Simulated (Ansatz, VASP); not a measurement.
# Cross-check of Hf (Hafnium) between VASP and Ansatz, part 2 of 2

Aim: how closely do two programs agree when they are given the same cell, functional and k mesh? The cell is taken from a series of runs on this material, whose earlier steps may have relaxed, scaled, displaced or heated it; both programs get it as it stands.

VASP 6.6.1 and Ansatz 0.2.0.

So far: The starting structure; VASP: zone-centre phonons, LDA.

**3. Ansatz: zone-centre phonons, LDA**

Level of this step: Ansatz beside VASP: Kohn-Sham DFT, plane waves, LDA (Ansatz).

Ansatz runs on its PAW soft_1 files.

The same cell, functional (in two slightly different forms), mesh and smearing now go to Ansatz, which takes its cutoff from its data sets.

input.yaml

```yaml
crystal:
  lattice:
    - [3.0838128925, 0.0, 0.0]
    - [-1.5419064462, 2.6706603055, 0.0]
    - [0.0, 0.0, 5.1370077806]
  atoms:
    - { symbol: Hf, position: [0.3333333335, 0.6666666665, 0.25] }
    - { symbol: Hf, position: [0.6666666665, 0.3333333335, 0.75] }
kpoints:
  mp_grid: { grid: [15, 15, 8] }
hamiltonian:
  xc: lda
  pseudopotentials: { kind: paw, azcp: { folder: soft_1 }, xc_functional: pbe }
scf:
  occupations: { method: methfessel_paxton, width: 0.2 }
output:
  eigenvalues: true
phonons:
  method: dfpt
```

The run is started by

```
> ansatz run input.yaml --threads 4 --pin off --max-ram 10240MiB --backend cpu --events-out ev --progress --plain --runs-dir out
```

Numbers of over 12 decimals in the logs are rounded to 6 here.

The program printed:

```text
zone centre: on kpoints.mp_grid the ground state, and the responses unless they are solved on pairs of k-points, stand on 320 of the mesh's 1800 k-points, reduced under 4 symmetry operations, with k and −k counted as one. Each operation leaves every solved displacement unchanged or reverses it
Engine: ansatz 0.2.0, aarch64-unknown-linux-gnu
Pseudopotentials: kind: paw
Pseudopotential: Hf, paw, valence charge 26, recommended cutoff 420 eV (normal), soft_1/Hf.paw.azcp
Functional definition: SPW92
  exchange = slater_x
  correlation = pw_c
Crystal: 2 atoms, lattice volume = 42.307 Å³
Basis set: ecut = 420 eV, 809 PW (Γ), exchange–correlation on 48×48×72 points (8 copies of the dense FFT grid, shifted against one another)
Bands: 32, of which v1, the nominal top of the filled ones, is band 26 counted from 1 (25 counted from 0)
Symmetry: 24 space group operations
k-points: 320 of 1800 (irreducible under 4 space group operations, time reversal used)
Non-local potential: Hf, projectors of the file, l = 0: 3, l = 1: 2, l = 2: 2, l = 3: 3
PAW form: soft (Blöchl's): semilocal exchange-correlation on the pseudo side does not see the compensation charge
PAW frozen core: Hf, regenerated for the run's functional, and the local potential with it (the file was generated under x = pbe(κ = 0.804, μ = 0.219515), c = pbe(β = 0.066725))
PAW one-centre angular grid: Hf, 590 points (default); XC on 64 Gauss nodes
Initial density: superposition of atomic densities (chi_scale 0.1, normalization cell)
Initial wavefunctions: pseudopotential atomic-orbital guess
Functional: x = slater, c = lda
SCF iter   1: F=—  HF=-30955.171133 eV  |F-HF|=—  |Δ(HF+E_count)|=         —  Δρ=3.37e-2  dr2=5.64e-1  ethr=3.10e-3  ⟨swp⟩=4.8  Hψ=34906  notcnv=0
preconditioner: auto → Kerker (q_TF=auto, 2.824 Å⁻¹)  [metal: Δε(μ)=0.012 eV  Ē_g=16.962 eV  σ=0.200 eV  W_gap=0.05  n_scr=22 (ndim 8)  ℏωp=39.6 eV  f_vac=0.000  D(μ)=1.58/eV (n_scr^D=10)]
SCF iter   2: F=—  HF=-30955.041587 eV  |F-HF|=—  |Δ(HF+E_count)|=   1.30e-1  S|Δr|=    0.00e0  Δρ=2.10e-2  dr2=2.19e-1  ethr=1.08e-3  ⟨swp⟩=2.1  Hψ=17948  notcnv=0  defer=3
SCF iter   3: F=—  HF=-30954.989229 eV  |F-HF|=—  |Δ(HF+E_count)|=   5.24e-2  S|Δr|=    0.00e0  Δρ=7.88e-3  dr2=3.02e-2  ethr=4.21e-4  ⟨swp⟩=2.0  Hψ=15928  notcnv=0  defer=15
SCF iter   4: F=—  HF=-30954.952333 eV  |F-HF|=—  |Δ(HF+E_count)|=   3.69e-2  S|Δr|=    0.00e0  Δρ=3.04e-3  dr2=1.83e-3  ethr=5.81e-5  ⟨swp⟩=2.0  Hψ=18472  notcnv=0  defer=15
SCF iter   5: F=—  HF=-30954.953391 eV  |F-HF|=—  |Δ(HF+E_count)|=   1.06e-3  S|Δr|=    0.00e0  Δρ=6.97e-4  dr2=1.96e-4  ethr=3.53e-6  ⟨swp⟩=3.0  Hψ=18214  notcnv=0  defer=17
SCF iter   6: F=—  HF=-30954.953530 eV  |F-HF|=—  |Δ(HF+E_count)|=   1.39e-4  S|Δr|=    0.00e0  Δρ=1.22e-4  dr2=4.61e-6  ethr=3.78e-7  ⟨swp⟩=2.1  Hψ=18648  notcnv=0  defer=17
SCF iter   7: F=—  HF=-30954.953544 eV  |F-HF|=—  |Δ(HF+E_count)|=   1.42e-5  S|Δr|=    0.00e0  Δρ=2.63e-5  dr2=2.31e-7  ethr=8.86e-9  ⟨swp⟩=2.3  Hψ=19085  notcnv=0  defer=138
SCF iter   8: F=—  HF=-30954.953544 eV  |F-HF|=—  |Δ(HF+E_count)|=   3.09e-9  S|Δr|=    0.00e0  Δρ=4.63e-6  dr2=6.95e-9  ethr=4.43e-10  ⟨swp⟩=2.7  Hψ=19049  notcnv=0  defer=138
SCF iter   9: F=—  HF=-30954.953544 eV  |F-HF|=—  |Δ(HF+E_count)|=   1.03e-9  S|Δr|=    0.00e0  Δρ=7.34e-7  dr2=1.63e-10  ethr=1.34e-11  ⟨swp⟩=2.5  Hψ=18320  notcnv=0  defer=138
SCF iter  10: F=—  HF=-30954.953544 eV  |F-HF|=—  |Δ(HF+E_count)|=  3.27e-11  S|Δr|=    0.00e0  Δρ=2.40e-7  dr2=1.30e-11  ethr=1.00e-12  ⟨swp⟩=1.6  Hψ=11253  notcnv=0  defer=138
SCF iter  11: F=-30954.953544 eV  HF=-30954.953544 eV  |F-HF|=0.00e0  |Δ(HF+E_count)|=    0.00e0  S|Δr|=    0.00e0  Δρ=4.84e-8  dr2=3.20e-13  ethr=1.00e-12  ⟨swp⟩=9.4  Hψ=57660  notcnv=0
SCF 1 converged in 11 iterations: F = -30954.953544 eV  dr2 = 3.20e-13
  greatest PAW one-centre occupation: 0.998 electrons in one spin orbital (limit 2), on the Hf atom at site 1 (counted from 0), in its partial waves of l = 3
DFPT response loops at Γ: preconditioner auto → Kerker (q_TF=auto, 2.824 Å⁻¹) (partly filled bands, converged f_vac=0.000); β = 1.00, the filter's whole step (`scf.mixing.beta` (0.50) is not read by the response loops under this deck's `scf.mixing.preconditioner`; to damp them name `kerker` or `kerker_dos`, under which they read `scf.mixing.beta`, and type it under 1.00, their step now; both keys bind the ground state too); Broyden in place of MSR1
SCF converged after 11 iterations
Stability not checked: this state was not tested for a lower state beside it, because cold or Methfessel-Paxton smearing, or corrected tetrahedra, fill the levels in a way that the test cannot read (fill_not_monotonic; see scf.lower_state_search)
Free energy (F): -30954.953544 eV
Harris-Foulkes:  -30954.953544 eV  (|F-HF|=0.00e0)
Internal energy: -30954.954773 eV  (E = F + TS)
E sigma→0 (E₀):  -30954.953851 eV
Entropy (-TS):   0.001229 eV (0.615 meV/atom)
Fermi energy:    18.960060 eV
Step filling:    the computed levels leave a gap of 0.0000 eV = 0.0 smearing widths at the electron count; against every level under it full and every level over it empty, smearing changes F+E_penalty+E_count by -0.529 meV and its σ→0 estimate by -0.836 meV
--- Per-component energies (eV) ---
  E_band       = 28.548936
  E_kinetic    = 823.785984
  E_local      = -12353.341942  (includes V_loc(G=0)·N_el)
  E_nonlocal   = 142.748621
  E_hartree    = 6029.628428
  E_xc         = -530.454628
  E_vxc        = -512.018189  (∫ρ·V_xc dr)
  E_paw        = -14907.302472  (= ΣΔE_a)
  E_vpaw       = -131.882637  (= ΣTr[D̂ρ^β])
  E_aug_tail   = 0.000226  (compensation charges beyond the density's cutoff)
  E_ewald      = -10164.933166
  E_core_change = 4.914176  (= ΣΔE_core)
  E_smearing   = 0.001229  (= −TS)
  E_closure    = -0.000000  (closes the sum)
  Σ components = -30954.953544   (vs F -30954.953544, Δ=0.00e0)
--- Band table (eV; the first three rows and the last of 320) ---
  k-point 0: bands = [... 22 lower, 11.4289, 14.9432, 19.5098, 19.8615, 20.1958, 20.1958, 20.9299, 20.9299, ... 2 higher]
  k-point 1: bands = [... 22 lower, 11.5712, 14.8698, 19.3097, 19.7552, 20.1469, 20.1469, 20.8386, 20.8386, ... 2 higher]
  k-point 2: bands = [... 22 lower, 11.9816, 14.6023, 18.9308, 19.4745, 20.0724, 20.0724, 20.6170, 20.6170, ... 2 higher]
  k-point 319: bands = [... 22 lower, 16.0066, 16.0066, 18.1507, 18.1507, 18.9830, 18.9830, 21.2012, 21.2012, ... 2 higher]
--- Phonons (Γ-DFPT): 2 representative perturbations + reference, on 320 of 1800 k-points (Σ response iterations 6) ---
  k mesh reduced under 4 symmetry operations, with k and −k counted as one. Each operation leaves every solved displacement unchanged or reverses it
  ASR residual: 3.793e-5 → 0.000e0 eV/Å²; symmetrization residual: 1.122e-9 eV/Å²
  ASR residual per site (eV/Å²): 3.79e-5 3.79e-5
  Γ frequencies (cm⁻¹): 0.00 0.00 0.00 63.89 63.89 101.03
  non-analytic LO–TO correction: not included (Born effective charges unavailable; polar crystals: no LO–TO splitting at Γ)
```

**4. Comparison**

Known differences besides the potentials themselves: the two LDA forms differ slightly; the data sets hold 52 valence electrons in Ansatz (on its PAW soft_1 files) and 20 in VASP; the cutoff is 420 eV in Ansatz and 500 eV in VASP; VASP's log shows a relativistic correction to its local exchange, Ansatz's none. Total energies have different zeros and are not compared.

Compared:

```csv
quantity,Ansatz,VASP,difference
optical mode 1 to 2 (cm⁻¹),63.9,63.2,+1.10 %
optical mode 3 (cm⁻¹),101.0,100.7,+0.30 %
```

Modes are paired by rising frequency, not by their patterns, so a pair may set unlike modes beside each other; they are those without the splitting of longitudinal modes.

**5. Outcome**

- r.m.s. difference of the optical zone-centre modes, each program's sorted by frequency (zone-centre phonons, LDA): 0.59 cm⁻¹
- difference in optical mode 1 to 2 (zone-centre phonons, LDA): +1.1 %

The r.m.s. difference of the optical zone-centre modes, each program's sorted by frequency is 0.59 cm⁻¹ (zone-centre phonons, LDA). The data sets hold unlike numbers of valence electrons (52 in Ansatz and 20 in VASP), so part of the differences comes from the potentials. Among the rows given in per cent, the largest difference of the zone-centre phonons, LDA pair is in optical mode 1 to 2, +1.1 %. Such differences can come from data sets, numerical settings and the points named under the comparisons, not from the functional's error against experiment.

[Lines on the potential files, build, host, timing and source positions are cut from VASP's logs without a mark.]

[Logs are printed without paths, hosts, clocks, repeated set-up lines and the standing remarks that a program may print on its own settings, such as how far it seeks lower states.]

[Hosts, paths, dates, database ids (printed as entryN), source tags and the programs' standing remarks are cut or masked in the printed files.]
